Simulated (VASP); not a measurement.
Data:

```
CELL_PARAMETERS angstrom
      3.04400     1.75745     5.56000
     -3.04400     1.75745     5.56000
      0.00000    -3.51491     5.56000
ATOMIC_POSITIONS crystal
  W  0.00000 0.00000 0.00000
  Cl 0.37500 0.08000 0.78500
  Cl 0.78500 0.37500 0.08000
  Cl 0.08000 0.78500 0.37500
  Cl 0.62500 0.92000 0.21500
  Cl 0.21500 0.62500 0.92000
  Cl 0.92000 0.21500 0.62500
```

The numbers are results of PBEsol GGA, VASP's PBE PAW potentials (set 64) (plane waves; VASP), not measurements. Settings: 300 eV cut-off, 4×4×4 Γ-centred mesh, Gaussian smearing of 0.050 eV, potentials W_sv Cl.

At this cut-off the stress carries a Pulay error, which pulls relaxed volumes low.

**Question.** Give the force on each atom (eV/Å).

**Answer.** 
```csv
atom,Fx,Fy,Fz
W1,0.000,0.000,0.000
Cl2,0.559,0.998,0.443
Cl3,-1.144,-0.015,0.443
Cl4,0.585,-0.983,0.443
Cl5,-0.559,-0.998,-0.443
Cl6,1.144,0.015,-0.443
Cl7,-0.585,0.983,-0.443
```

**Question.** Give the stress tensor in GPa (positive for a compressed cell).

**Answer.** 
```
5.17  0.00  0.00
0.00  5.17  0.00
0.00  0.00  3.03
```
The pressure is its mean diagonal, 4.46 GPa.

The structure comes from a measured WCl6 entry of the Crystallography Open Database, whose conditions weren't checked. The cell was not relaxed at this level.
